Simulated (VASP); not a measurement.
Given:

```
BaHfO3
1.0
    4.21925     0.00000     0.00000
    0.00000     4.21925     0.00000
    0.00000     0.00000     4.21925
Ba Hf O
1 1 3
Direct
  0.00000   0.00000   0.00000
  0.50000   0.50000   0.50000
  0.50000   0.00000   0.50000
  0.00000   0.50000   0.50000
  0.50000   0.50000   0.00000
```

These are rev-vdW-DF2, VASP's PBE PAW potentials (set 64) (plane waves; VASP) values and carry that method's errors. Settings: 520 eV cut-off, 5×5×5 Γ-centred mesh, Gaussian smearing of 0.050 eV, potentials Ba_sv Hf_pv O.

Q: Give the stress tensor in GPa (positive for a compressed cell).

A: 
```
-4.64   0.00   0.00
 0.00  -4.64   0.00
 0.00   0.00  -4.64
```
The pressure is its mean diagonal, -4.64 GPa.

The compound is BaHfO3 in the cubic perovskite structure. This cell is one point of a volume scan, at 1.03 of the reference volume.
